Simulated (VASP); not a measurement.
Here is a VASP 6.6.1 calculation.

File INCAR:

```
SYSTEM = Ga2GeSe2
ALGO     = Fast           ! electronic algorithm
EDIFF    = 1E-4           ! SCF threshold, eV
EDIFFG   = -0.08          ! ionic threshold
ENCUT    = 520            ! plane-wave cutoff, eV
GGA      = PE             ! functional
IBRION   = 2              ! ionic algorithm
ISIF     = 3              ! what is computed and relaxed
ISMEAR   = 0              ! smearing method
LASPH    = .True.         ! aspherical terms in the spheres
LCHARG   = .False.        ! write CHGCAR
LREAL    = .False.        ! projectors in reciprocal space
LWAVE    = .False.        ! write WAVECAR
NELM     = 60             ! most SCF steps
NSW      = 24             ! ionic steps
PREC     = Normal         ! precision mode
SIGMA    = 0.15           ! smearing width, eV
```

KPOINTS

```
k-points
0
Gamma
  4 4 2
  0 0 0
```

Contents of POSCAR:

```
Ga2GeSe2
1.0
    4.1971910700      0.0000000000      0.0000000000
   -2.0985955400      3.6348740900      0.0000000000
    0.0000000000      0.0000000000      8.3810831900
Ga Ge Se
2 1 2
Direct
    0.3333333300      0.6666666700      0.1383472400
    0.3333333300      0.6666666700      0.8616527600
    0.0000000000      0.0000000000      0.0000000000
    0.0000000000      0.0000000000      0.3191296300
    0.0000000000      0.0000000000      0.6808703700
```

Potentials or basis: VASP PAW PBE potentials, release 64 (Ga_d, Ge_d, Se).

Run with:

```bash
$ cat potpaw_PBE.64/Ga_d/POTCAR potpaw_PBE.64/Ge_d/POTCAR potpaw_PBE.64/Se/POTCAR > POTCAR
$ mpirun -np 1 vasp_std > vasp.out
```

Q: What does it give for the relaxed cell?

A: a = 3.746 Å, b = 3.746 Å, c = 9.775 Å, α = 90.00°, β = 90.00°, γ = 120.00°.

Q: What does it give for the relaxed volume?

A: 23.76 Å³/atom.

Q: Predict the band gap on the k mesh.

A: None (metal or under the smearing width).

Final structure:
```cif
data_structure
_symmetry_space_group_name_H-M 'P 1'
_symmetry_Int_Tables_number 1
_cell_length_a 3.7464
_cell_length_b 3.7464
_cell_length_c 9.7745
_cell_angle_alpha 90.000
_cell_angle_beta 90.000
_cell_angle_gamma 120.000
_cell_volume 118.81
loop_
_atom_site_label
_atom_site_type_symbol
_atom_site_fract_x
_atom_site_fract_y
_atom_site_fract_z
_atom_site_occupancy
Ga1 Ga 0.33333 0.66667 0.19908 1
Ga2 Ga 0.33333 0.66667 0.80092 1
Ge1 Ge 0.00000 0.00000 0.00000 1
Se1 Se 0.00000 0.00000 0.33576 1
Se2 Se 0.00000 0.00000 0.66424 1
```

Caveat: the k mesh is coarse (spacing up to 0.43 Å⁻¹), so the values aren't converged; this functional lacks dispersion, which binds the layers, so the pressure and a relaxed spacing across them are unreliable.
